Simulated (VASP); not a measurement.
All values below come from LDA (Ceperley-Alder, Perdew-Zunger), VASP's LDA PAW potentials (set 64) (plane waves; VASP).

A VASP calculation is set up with these files.

INCAR:
```
# general
SYSTEM =KTaO3
PREC   =Accurate
ENCUT  =520
LREAL  =.False.   # projection in real space or not
LASPH  =.True.   # aspherical one-centre terms

# electronic loop
EDIFF  =1E-6
NELM   =100
ALGO   =Normal   # blocked Davidson
LMAXMIX=6   # l cut-off of mixed one-centre charges

# smearing
ISMEAR =0
SIGMA  =0.05

# ions
IBRION =2   # conjugate gradients
NSW    =60   # most ionic steps
ISIF   =3
EDIFFG =-0.02   # ionic stop

# output
LWAVE  =.False.
LCHARG =.False.
```

POSCAR:
```
KTaO3
1.0
  3.9605448231   0.0000000000   0.0000000000
  0.0000000000   3.9605448231   0.0000000000
  0.0000000000   0.0000000000   3.9605448231
K Ta O
1 1 3
Cartesian
  0.0000000000   0.0000000000   0.0000000000
  1.9802724115   1.9802724115   1.9802724115
  1.9802724115   0.0000000000   1.9802724115
  0.0000000000   1.9802724115   1.9802724115
  1.9802724115   1.9802724115   0.0000000000
```

**KPOINTS**
```
K-points
0
Gamma
  5 5 5
```

POTCAR, in this order: K_sv Ta_pv O (LDA.64 set). Program: vasp_std.

### Question
What will the output report for the number of irreducible k-points (NKPTS), number of bands (NBANDS), largest plane-wave count, number of space-group operations, FFT grid (NGX, NGY, NGZ)?

### Answer

```
Item                                           Value
--------------------------------------  ------------
number of irreducible k-points (NKPTS)            10
number of bands (NBANDS)                          23
largest plane-wave count                        1743
number of space-group operations                  48
FFT grid (NGX, NGY, NGZ)                30 × 30 × 30
```

The compound is KTaO3 in the cubic perovskite structure. It was relaxed first. The start is the result of an earlier pass.
